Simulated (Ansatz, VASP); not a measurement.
# Cross-check of Ta32Cu55 (Cu(111) on Ta(110), film 8.4 A thick) between VASP and Ansatz

One calculation is typed for both programs; each brings its own data sets. How far apart do they land? The cell is taken from a series of runs on this material, whose earlier steps may have relaxed, scaled, displaced or heated it; both programs get it as it stands.

Program: Ansatz 0.2.0. Level of theory: plane waves, with VASP 6.6.1 beside it; PBE. Results are calculated unless marked as measured.

## (1) Starting point

The cell holds 87 atoms: 32 Ta and 55 Cu. Cell: a = 6.640 Å, b = 9.390 Å, c = 31.687 Å, α = 90.0°, β = 90.0°, γ = 90.0°. It derives from Ta. As first built, before any earlier steps moved the atoms or strained the cell (in the runner's words): Cu(111) slab, 5 repeats (8.4 A between outer planes), strained in the plane by up to 3.6 % to a cell of 62 A^2 of Ta(110) (4 repeats);, lowest layers held; starting gap 2.25 A. Of 4 lateral registries the lowest after a short relaxation was kept. Relaxed with the MACE-MP-0b2 potential. Lattice constants are starting values near those of PBE. Vacuum lies along c.

## (2) Ansatz: single point, PBE

Ansatz runs on its default PAW (the set named soft_2) files.

With cell and atoms fixed, the geometry can't cause a difference; cores, projectors, grids and the points listed under the comparison can.

Input file input.yaml:

```yaml
crystal:
  lattice:
    - [6.64, 0.0, 0.0]
    - [0.0, 9.39038, 0.0]
    - [0.0, 0.0, 31.68746]
  atoms:
    - { symbol: Ta, position: [0.00133, 0.4993, 0.22244] }
    - { symbol: Ta, position: [0.24924, 0.50023, 0.29599] }
    - { symbol: Ta, position: [0.99738, 0.49965, 0.36948] }
    - { symbol: Ta, position: [0.25238, 0.49456, 0.44233] }
    - { symbol: Ta, position: [0.24892, 0.75129, 0.21986] }
    - { symbol: Ta, position: [0.49789, 0.75245, 0.29617] }
    - { symbol: Ta, position: [0.24735, 0.7495, 0.3688] }
    - { symbol: Ta, position: [0.49435, 0.75462, 0.44184] }
    - { symbol: Ta, position: [0.003, 0.00152, 0.22094] }
    - { symbol: Ta, position: [0.24891, 1.0e-05, 0.29493] }
    - { symbol: Ta, position: [0.99829, 0.99992, 0.36785] }
    - { symbol: Ta, position: [0.24718, 0.0028, 0.44085] }
    - { symbol: Ta, position: [0.2506, 0.25284, 0.22085] }
    - { symbol: Ta, position: [0.5047, 0.24935, 0.29469] }
    - { symbol: Ta, position: [0.24753, 0.24968, 0.36848] }
    - { symbol: Ta, position: [0.49783, 0.24674, 0.4411] }
    - { symbol: Ta, position: [0.49899, 0.49979, 0.2218] }
    - { symbol: Ta, position: [0.75067, 0.49721, 0.29456] }
    - { symbol: Ta, position: [0.49907, 0.50024, 0.36869] }
    - { symbol: Ta, position: [0.73448, 0.5007, 0.44197] }
    - { symbol: Ta, position: [0.74869, 0.75207, 0.22076] }
    - { symbol: Ta, position: [0.99752, 0.75121, 0.295] }
    - { symbol: Ta, position: [0.74969, 0.75071, 0.36973] }
    - { symbol: Ta, position: [0.01145, 0.74976, 0.44264] }
    - { symbol: Ta, position: [0.50549, 0.99909, 0.22017] }
    - { symbol: Ta, position: [0.74579, 0.00186, 0.29487] }
    - { symbol: Ta, position: [0.49873, 0.00013, 0.36858] }
    - { symbol: Ta, position: [0.75583, 0.00101, 0.44106] }
    - { symbol: Ta, position: [0.75307, 0.25226, 0.22046] }
    - { symbol: Ta, position: [0.99935, 0.24838, 0.29454] }
    - { symbol: Ta, position: [0.74863, 0.25006, 0.36799] }
    - { symbol: Ta, position: [0.98944, 0.25017, 0.4408] }
    - { symbol: Cu, position: [0.90915, 0.7529, 0.55239] }
    - { symbol: Cu, position: [0.87845, 0.91124, 0.61465] }
    - { symbol: Cu, position: [0.73817, 0.78907, 0.681] }
    - { symbol: Cu, position: [0.96338, 0.76038, 0.74706] }
    - { symbol: Cu, position: [0.91304, 0.91296, 0.81206] }
    - { symbol: Cu, position: [0.2015, 0.58242, 0.55112] }
    - { symbol: Cu, position: [0.14997, 0.72778, 0.61647] }
    - { symbol: Cu, position: [0.01048, 0.60582, 0.68209] }
    - { symbol: Cu, position: [0.23575, 0.57781, 0.74758] }
    - { symbol: Cu, position: [0.18644, 0.73125, 0.81253] }
    - { symbol: Cu, position: [0.57074, 0.65271, 0.54924] }
    - { symbol: Cu, position: [0.51413, 0.81266, 0.61499] }
    - { symbol: Cu, position: [0.37365, 0.69744, 0.68163] }
    - { symbol: Cu, position: [0.5996, 0.66924, 0.74716] }
    - { symbol: Cu, position: [0.54996, 0.82229, 0.81216] }
    - { symbol: Cu, position: [0.86426, 0.47657, 0.54991] }
    - { symbol: Cu, position: [0.78897, 0.62933, 0.61707] }
    - { symbol: Cu, position: [0.64547, 0.514, 0.68189] }
    - { symbol: Cu, position: [0.87145, 0.48641, 0.74738] }
    - { symbol: Cu, position: [0.8228, 0.63997, 0.81255] }
    - { symbol: Cu, position: [0.13917, 0.3038, 0.54679] }
    - { symbol: Cu, position: [0.06758, 0.45049, 0.61636] }
    - { symbol: Cu, position: [0.91805, 0.33286, 0.68061] }
    - { symbol: Cu, position: [0.14322, 0.3045, 0.74685] }
    - { symbol: Cu, position: [0.09478, 0.45734, 0.81266] }
    - { symbol: Cu, position: [0.48715, 0.39973, 0.54567] }
    - { symbol: Cu, position: [0.42531, 0.54183, 0.61602] }
    - { symbol: Cu, position: [0.28293, 0.42345, 0.68184] }
    - { symbol: Cu, position: [0.50738, 0.39568, 0.74744] }
    - { symbol: Cu, position: [0.45889, 0.54897, 0.81285] }
    - { symbol: Cu, position: [0.74941, 0.21116, 0.54264] }
    - { symbol: Cu, position: [0.70027, 0.3602, 0.61369] }
    - { symbol: Cu, position: [0.55549, 0.24306, 0.68046] }
    - { symbol: Cu, position: [0.77974, 0.21459, 0.74663] }
    - { symbol: Cu, position: [0.73065, 0.36655, 0.81266] }
    - { symbol: Cu, position: [0.00873, 0.0224, 0.54265] }
    - { symbol: Cu, position: [0.97398, 0.18073, 0.61133] }
    - { symbol: Cu, position: [0.82858, 0.06344, 0.67987] }
    - { symbol: Cu, position: [0.05295, 0.03357, 0.74634] }
    - { symbol: Cu, position: [0.00277, 0.18482, 0.81224] }
    - { symbol: Cu, position: [0.38568, 0.11435, 0.54667] }
    - { symbol: Cu, position: [0.34057, 0.27093, 0.61405] }
    - { symbol: Cu, position: [0.19109, 0.15236, 0.67958] }
    - { symbol: Cu, position: [0.4162, 0.12352, 0.74619] }
    - { symbol: Cu, position: [0.3667, 0.2753, 0.81234] }
    - { symbol: Cu, position: [0.63457, 0.92577, 0.54796] }
    - { symbol: Cu, position: [0.6099, 0.09057, 0.61283] }
    - { symbol: Cu, position: [0.46503, 0.97127, 0.67978] }
    - { symbol: Cu, position: [0.69004, 0.94247, 0.74625] }
    - { symbol: Cu, position: [0.63956, 0.09415, 0.81193] }
    - { symbol: Cu, position: [0.27862, 0.83751, 0.54511] }
    - { symbol: Cu, position: [0.24327, 0.99719, 0.6127] }
    - { symbol: Cu, position: [0.10111, 0.8814, 0.68087] }
    - { symbol: Cu, position: [0.32676, 0.85169, 0.7466] }
    - { symbol: Cu, position: [0.27614, 0.00362, 0.81197] }
kpoints:
  mp_grid: { grid: [3, 2, 1] }
hamiltonian:
  xc: pbe
scf:
  occupations: { method: fermi_dirac, width: 0.1 }
output:
  forces: true
  eigenvalues: true
```

Command:

```
ansatz run input.yaml --threads 11 --pin off --max-ram 102400MiB --backend cuda --events-out ev --progress --plain --runs-dir out
```

Numbers of over 12 decimals in the logs are rounded to 6 here.

Output:

```text
Engine: ansatz 0.2.0, x86_64-unknown-linux-gnu
Pseudopotentials: kind: paw
Pseudopotential: Ta, paw, valence charge 13, recommended cutoff 420 eV (normal), Ta.paw.azcp
Pseudopotential: Cu, paw, valence charge 19, recommended cutoff 420 eV (normal), Cu.paw.azcp
Functional definition: PBE
  parameter kappa = 0.804
  parameter beta = 0.066725
  exchange = pbe_x(kappa = kappa, mu = beta*pi^2/3)
  correlation = pbe_c(beta = beta)
device memory: the entry about to start is reckoned to put 41.0 GiB on a device that reports 78.6 GiB free
GPU FFT provider: cuFFT
GPU libraries: cuBLAS 13.8.2, cuFFT 12.4.0, cuSOLVER 12.3.4
Crystal: 87 atoms, lattice volume = 1975.780 Å³
Basis set: ecut = 420 eV, 38569 PW (Γ), exchange–correlation on 90×128×432 points (8 copies of the dense FFT grid, shifted against one another)
Bands: 877, of which v1, the nominal top of the filled ones, is band 731 counted from 1 (730 counted from 0)
Symmetry: 1 space group operations
Space group: P1 (ITA 1), of the structure as read, at distance tolerance 1.3e-4 Å
k-points: 4 of 6 (time reversal used)
Non-local potential: Ta, projectors of the file, l = 0: 3, l = 1: 2, l = 2: 2, l = 3: 1
Non-local potential: Cu, projectors of the file, l = 0: 3, l = 1: 2, l = 2: 3, l = 3: 1
PAW form: soft (Blöchl's): semilocal exchange-correlation on the pseudo side does not see the compensation charge
PAW one-centre angular grid: Ta, 590 points (default); XC on 64 Gauss nodes
PAW one-centre angular grid: Cu, 590 points (default); XC on 64 Gauss nodes
Initial density: superposition of atomic densities (neutral atoms: chi_scale 0, normalization atom), corrected by the library's trained network
Initial wavefunctions: pseudopotential atomic-orbital guess
GPU buffer pool allocated for 622080 grid points (all kernels)
GPU transforms: local potential and band sums: pruned to the plane-wave sphere, on 45×64×216
Functional: x = pbe(κ = 0.804, μ = 0.219515), c = pbe(β = 0.066725)
SCF iter   1: F=—  HF=-682193.814425 eV  |F-HF|=—  |Δ(HF+E_count)|=         —  Δρ=7.77e-3  dr2=6.80e1  ethr=1.77e-3  ⟨swp⟩=7.0  Hψ=12552  notcnv=0  defer=69
preconditioner: auto → LDOS  [metal: Δε(μ)=0.012 eV  Ē_g=5.723 eV  σ=0.100 eV  W_gap=0.03  n_scr=580 (ndim 8)  ℏωp=23.1 eV  f_vac=0.310  D(μ)=56.77/eV (n_scr^D=392)  β→1.0]
SCF iter   2: F=—  HF=-682193.219792 eV  |F-HF|=—  |Δ(HF+E_count)|=   5.95e-1  Δρ=1.79e-3  dr2=2.87e-1  ethr=1.77e-3  ⟨swp⟩=1.0  Hψ=4036  notcnv=0  defer=136
SCF iter   3: F=—  HF=-682193.284785 eV  |F-HF|=—  |Δ(HF+E_count)|=   6.50e-2  Δρ=2.80e-3  dr2=1.12e-1  ethr=1.96e-5  ⟨swp⟩=2.5  Hψ=5049  notcnv=0  defer=261
SCF iter   4: F=—  HF=-682193.284493 eV  |F-HF|=—  |Δ(HF+E_count)|=   2.93e-4  Δρ=1.91e-3  dr2=6.71e-2  ethr=7.66e-6  ⟨swp⟩=2.0  Hψ=6085  notcnv=0  defer=261
SCF iter   5: F=—  HF=-682193.290048 eV  |F-HF|=—  |Δ(HF+E_count)|=   5.56e-3  Δρ=4.40e-4  dr2=4.62e-3  ethr=4.59e-6  ⟨swp⟩=2.0  Hψ=4566  notcnv=0  defer=261
SCF iter   6: F=—  HF=-682193.248909 eV  |F-HF|=—  |Δ(HF+E_count)|=   4.11e-2  Δρ=2.49e-4  dr2=1.06e-3  ethr=3.16e-7  ⟨swp⟩=2.0  Hψ=5988  notcnv=0  defer=261
SCF iter   7: F=—  HF=-682193.248776 eV  |F-HF|=—  |Δ(HF+E_count)|=   1.33e-4  Δρ=4.78e-5  dr2=4.48e-5  ethr=7.23e-8  ⟨swp⟩=2.0  Hψ=4740  notcnv=0  defer=261
SCF iter   8: F=—  HF=-682193.266267 eV  |F-HF|=—  |Δ(HF+E_count)|=   1.75e-2  Δρ=2.65e-5  dr2=1.29e-5  ethr=3.06e-9  ⟨swp⟩=3.0  Hψ=6470  notcnv=0  defer=227
SCF iter   9: F=—  HF=-682193.266270 eV  |F-HF|=—  |Δ(HF+E_count)|=   3.33e-6  Δρ=1.77e-5  dr2=4.81e-6  ethr=8.85e-10  ⟨swp⟩=2.0  Hψ=5759  notcnv=0  defer=227
SCF iter  10: F=—  HF=-682193.266271 eV  |F-HF|=—  |Δ(HF+E_count)|=   6.77e-7  Δρ=5.45e-6  dr2=5.24e-7  ethr=3.30e-10  ⟨swp⟩=2.0  Hψ=4688  notcnv=0  defer=227
SCF iter  11: F=—  HF=-682193.266272 eV  |F-HF|=—  |Δ(HF+E_count)|=   1.15e-6  Δρ=3.85e-6  dr2=2.17e-7  ethr=6.84e-12  ⟨swp⟩=14.5  Hψ=16869  notcnv=0
SCF iter  12: F=-682193.266272 eV  HF=-682193.266272 eV  |F-HF|=5.98e-8  |Δ(HF+E_count)|=   5.18e-8  Δρ=1.76e-6  dr2=5.72e-8  ethr=6.84e-12  ⟨swp⟩=6.0  Hψ=11446  notcnv=0
SCF 1 converged in 12 iterations: F = -682193.266272 eV  dr2 = 5.72e-8
  greatest PAW one-centre occupation: 1.000 electrons in one spin orbital (limit 2), on the Cu atom at site 67 (counted from 0), in its partial waves of l = 0
SCF converged after 12 iterations
Free energy (F): -682193.266272 eV
Harris-Foulkes:  -682193.266272 eV  (|F-HF|=5.98e-8)
Internal energy: -682191.307891 eV  (E = F + TS)
E sigma→0 (E₀):  -682192.287081 eV
Entropy (-TS):   -1.958381 eV (-22.510 meV/atom)
Fermi energy:    9.317934 eV
--- Per-component energies (eV) ---
  E_band       = -34686.078761
  E_kinetic    = 28124.813628
  E_local      = -2928616.248498  (includes V_loc(G=0)·N_el)
  E_nonlocal   = 21961.387183
  E_hartree    = 1442598.824005
  E_xc         = -11857.286616
  E_vxc        = -12805.919907  (∫ρ·V_xc dr)
  E_paw        = -360192.520537  (= ΣΔE_a)
[...]
k-point 3: bands = [... 727 lower, 9.1361, 9.1514, 9.1684, 9.1757, 9.2012, 9.2117, 9.2239, 9.2346, ... 142 higher]
```

The column dr2 measures how far the density is from self-consistency, as an energy; F and HF (Harris–Foulkes) agree once it is small.

## (3) VASP: single point, PBE

The same cell, functional, mesh and smearing now go to VASP, with its own data sets.

Lines of VASP's logs that name or quote its potential files are left out, and so is its time.

Input file INCAR:

```
SYSTEM = Ta32Cu55
PREC = Accurate
ENCUT = 520
EDIFF = 1E-06
NELM = 120
ISMEAR = -1
SIGMA = 0.1
LREAL = Auto
ALGO = Normal
GGA = PE
NBANDS = 560
LASPH = .TRUE.
LORBIT = 11
LWAVE = .FALSE.
LCHARG = .FALSE.
ISIF = 2
GGA_COMPAT = .FALSE.
KPAR = 4
```

Input file POSCAR:

```
Ta32Cu55
1.0
    6.6400000000      0.0000000000      0.0000000000
    0.0000000000      9.3903800000      0.0000000000
    0.0000000000      0.0000000000     31.6874600000
Ta Cu
32 55
Direct
    0.0013300000      0.4993000000      0.2224400000
    0.2492400000      0.5002300000      0.2959900000
    0.9973800000      0.4996500000      0.3694800000
    0.2523800000      0.4945600000      0.4423300000
    0.2489200000      0.7512900000      0.2198600000
    0.4978900000      0.7524500000      0.2961700000
    0.2473500000      0.7495000000      0.3688000000
    0.4943500000      0.7546200000      0.4418400000
    0.0030000000      0.0015200000      0.2209400000
    0.2489100000      0.0000100000      0.2949300000
    0.9982900000      0.9999200000      0.3678500000
    0.2471800000      0.0028000000      0.4408500000
    0.2506000000      0.2528400000      0.2208500000
    0.5047000000      0.2493500000      0.2946900000
    0.2475300000      0.2496800000      0.3684800000
    0.4978300000      0.2467400000      0.4411000000
    0.4989900000      0.4997900000      0.2218000000
    0.7506700000      0.4972100000      0.2945600000
    0.4990700000      0.5002400000      0.3686900000
    0.7344800000      0.5007000000      0.4419700000
    0.7486900000      0.7520700000      0.2207600000
    0.9975200000      0.7512100000      0.2950000000
    0.7496900000      0.7507100000      0.3697300000
    0.0114500000      0.7497600000      0.4426400000
    0.5054900000      0.9990900000      0.2201700000
    0.7457900000      0.0018600000      0.2948700000
    0.4987300000      0.0001300000      0.3685800000
    0.7558300000      0.0010100000      0.4410600000
    0.7530700000      0.2522600000      0.2204600000
    0.9993500000      0.2483800000      0.2945400000
    0.7486300000      0.2500600000      0.3679900000
    0.9894400000      0.2501700000      0.4408000000
    0.9091500000      0.7529000000      0.5523900000
    0.8784500000      0.9112400000      0.6146500000
    0.7381700000      0.7890700000      0.6810000000
    0.9633800000      0.7603800000      0.7470600000
    0.9130400000      0.9129600000      0.8120600000
    0.2015000000      0.5824200000      0.5511200000
    0.1499700000      0.7277800000      0.6164700000
    0.0104800000      0.6058200000      0.6820900000
    0.2357500000      0.5778100000      0.7475800000
    0.1864400000      0.7312500000      0.8125300000
    0.5707400000      0.6527100000      0.5492400000
    0.5141300000      0.8126600000      0.6149900000
    0.3736500000      0.6974400000      0.6816300000
    0.5996000000      0.6692400000      0.7471600000
    0.5499600000      0.8222900000      0.8121600000
    0.8642600000      0.4765700000      0.5499100000
    0.7889700000      0.6293300000      0.6170700000
    0.6454700000      0.5140000000      0.6818900000
    0.8714500000      0.4864100000      0.7473800000
    0.8228000000      0.6399700000      0.8125500000
    0.1391700000      0.3038000000      0.5467900000
    0.0675800000      0.4504900000      0.6163600000
    0.9180500000      0.3328600000      0.6806100000
    0.1432200000      0.3045000000      0.7468500000
    0.0947800000      0.4573400000      0.8126600000
    0.4871500000      0.3997300000      0.5456700000
    0.4253100000      0.5418300000      0.6160200000
    0.2829300000      0.4234500000      0.6818400000
    0.5073800000      0.3956800000      0.7474400000
    0.4588900000      0.5489700000      0.8128500000
    0.7494100000      0.2111600000      0.5426400000
    0.7002700000      0.3602000000      0.6136900000
    0.5554900000      0.2430600000      0.6804600000
    0.7797400000      0.2145900000      0.7466300000
    0.7306500000      0.3665500000      0.8126600000
    0.0087300000      0.0224000000      0.5426500000
    0.9739800000      0.1807300000      0.6113300000
    0.8285800000      0.0634400000      0.6798700000
    0.0529500000      0.0335700000      0.7463400000
    0.0027700000      0.1848200000      0.8122400000
    0.3856800000      0.1143500000      0.5466700000
    0.3405700000      0.2709300000      0.6140500000
    0.1910900000      0.1523600000      0.6795800000
    0.4162000000      0.1235200000      0.7461900000
    0.3667000000      0.2753000000      0.8123400000
    0.6345700000      0.9257700000      0.5479600000
    0.6099000000      0.0905700000      0.6128300000
    0.4650300000      0.9712700000      0.6797800000
    0.6900400000      0.9424700000      0.7462500000
    0.6395600000      0.0941500000      0.8119300000
    0.2786200000      0.8375100000      0.5451100000
    0.2432700000      0.9971900000      0.6127000000
    0.1011100000      0.8814000000      0.6808700000
    0.3267600000      0.8516900000      0.7466000000
    0.2761400000      0.0036200000      0.8119700000
```

Input file KPOINTS:

```
Automatic mesh
0
Gamma
3 2 1
0 0 0
```

Potentials, in the order of the species: Ta_pv and Cu (PBE family, release 64).

Command:

```
mpirun -np 8 vasp_std
```

Output:

```text
[banner, memory and clock lines left out]
running    8 mpi-ranks, on    1 nodes
[...]
|                                                                             |
|           W    W    AA    RRRRR   N    N  II  N    N   GGGG   !!!           |
|           W    W   A  A   R    R  NN   N  II  NN   N  G    G  !!!           |
|           W    W  A    A  R    R  N N  N  II  N N  N  G       !!!           |
|           W WW W  AAAAAA  RRRRR   N  N N  II  N  N N  G  GGG   !            |
|           WW  WW  A    A  R   R   N   NN  II  N   NN  G    G                |
|           W    W  A    A  R    R  N    N  II  N    N   GGGG   !!!           |
|                                                                             |
|     For optimal performance we recommend to set                             |
|       NCORE = 2 up to number-of-cores-per-socket                            |
|     NCORE specifies how many cores store one orbital (NPAR=cpu/NCORE).      |
|     This setting can greatly improve the performance of VASP for DFT.       |
|     The default, NCORE=1 might be grossly inefficient on modern             |
|     multi-core architectures or massively parallel machines. Do your        |
|     Unfortunately you need to use the default for GW and RPA                |
|     calculations (for HF NCORE is supported but not extensively tested      |
|     yet).                                                                   |
|                                                                             |

 LDA part: xc-table for (Slater+PW92), standard interpolation
 POSCAR, INCAR and KPOINTS ok, starting setup
[...]
entering main loop
       N       E                     dE             d eps       ncg     rms          rms(c)
DAV:   1     0.123955330686E+05    0.12396E+05   -0.42031E+05  4544   0.223E+03
DAV:   2     0.164523967900E+04   -0.10750E+05   -0.10405E+05  4480   0.627E+02
DAV:   3    -0.299582962860E+03   -0.19448E+04   -0.18074E+04  4488   0.282E+02
DAV:   4    -0.625283892616E+03   -0.32570E+03   -0.26849E+03  6984   0.106E+02
[...]
DAV:  46    -0.560047857547E+03   -0.52566E-05   -0.49560E-06  4440   0.107E-02    0.427E-03
DAV:  47    -0.560047860966E+03   -0.34190E-05   -0.30071E-06  3688   0.953E-03    0.237E-03
DAV:  48    -0.560047861827E+03   -0.86108E-06   -0.71383E-07  2744   0.340E-03
   1 F= -.56004786E+03 E0= -.55907167E+03  d E =-.195239E+01
```

OUTCAR, selected parts (step 3):

```text
  FREE ENERGIE OF THE ION-ELECTRON SYSTEM (eV)
  ---------------------------------------------------
  free  energy   TOTEN  =      -560.0478618271 eV

  energy  without entropy=     -558.0954739354  energy(sigma->0) =     -559.07166788
```

This run has no spin polarisation. Its electron count is odd, so without a moment it is a metal by construction.

## (4) Side by side

Known differences besides the potentials themselves: the data sets hold 1461 valence electrons in Ansatz (on its default PAW (the set named soft_2) files) and 957 in VASP; the cutoff is 420 eV in Ansatz and 520 eV in VASP (PREC = Accurate, projectors in real space). Total energies have different zeros and are not compared.

Forces on 10 of the 87 atoms, those with the largest forces and the largest differences (eV/Å; atoms numbered as in POSCAR):

| atom | Ansatz x, y, z | VASP x, y, z |
| --- | --- | --- |
| Ta5 | 0.103, 0.040, 0.779 | 0.102, 0.041, 0.778 |
| Ta6 | 0.075, -0.223, -0.811 | 0.076, -0.222, -0.819 |
| Ta12 | -0.089, -0.083, 0.821 | -0.091, -0.083, 0.812 |
| Ta16 | 0.092, 0.096, 0.777 | 0.094, 0.095, 0.767 |
| Ta28 | -0.100, -0.111, 0.771 | -0.099, -0.113, 0.762 |
| Ta32 | 0.156, 0.072, 0.804 | 0.155, 0.074, 0.792 |
| Cu33 | 0.481, -0.004, -0.656 | 0.483, -0.004, -0.669 |
| Cu37 | 0.003, 0.003, 0.009 | 0.002, 0.003, 0.031 |
| Cu47 | 0.001, -0.002, 0.006 | 0.001, -0.002, 0.027 |
| Cu82 | 0.002, 0.001, 0.006 | 0.002, 0.000, 0.027 |

The forces differ by 5.5 meV/Å r.m.s., which is 2.4 % of the r.m.s. force of 0.229 eV/Å (both taken over all components). Where the cell holds vacuum, a pressure given here is an average over it and none of the material.

## (5) Outcome

| Quantity | Value |
| --- | --- |
| r.m.s. force difference (single point, PBE) | 2.4 % of the r.m.s. force |

**Reading.** The r.m.s. force difference is 2.4 % of the r.m.s. force (single point, PBE), within the 3 % picked in this series as the mark of a large difference. The data sets hold unlike numbers of valence electrons (1461 in Ansatz and 957 in VASP), so part of the differences may come from the potentials. How closely two codes agree says nothing of how well the functional describes the real material.

[Lines on the potential files, build, host, timing and source positions are cut from VASP's logs without a mark.]

[Logs are printed without paths, hosts, clocks, repeated set-up lines and the standing remarks that a program may print on its own settings, such as how far it seeks lower states.]

[Hosts, paths, dates, database ids (printed as entryN), source tags and the programs' standing remarks are cut or masked in the printed files.]
